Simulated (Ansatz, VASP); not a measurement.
SbOs in VASP and in Ansatz

```
CELL_PARAMETERS angstrom
2.89491 0.00000 0.00000
0.00000 2.89491 0.00000
0.00000 0.00000 2.89491
ATOMIC_POSITIONS crystal
Os 0.00000 0.00000 0.00000
Sb 0.50000 0.50000 0.50000
```

Change from the starting cell: volume scaled by 0.68, LAPW.

Alike in both runs: task single point; functional PBE; k mesh 12 × 12 × 12; occupations fermi-dirac, width 0.05 eV; no spin polarisation.

|  | VASP | Ansatz |
| --- | --- | --- |
| version | VASP 6.6.1 | Ansatz 0.2.0 |
| potentials or method | VASP PAW PBE potentials, release 64 (Os, Sb), cutoff 520 eV | all-electron LAPW, scalar-relativistic |

|  | VASP | Ansatz | Ansatz less VASP |
| --- | --- | --- | --- |
| pressure (GPa) | 185.7 | 179.9 | -5.86 |

Ansatz ran all-electron here, so the differences hold the error of VASP's frozen core and of both bases.

Caveats: the cell as given lies far from equilibrium; so large a pressure means that the cell lies far from this level's equilibrium, or that cutoff or potentials fall short (VASP). Spin-orbit coupling is left out, which matters for the levels of Os, Sb.
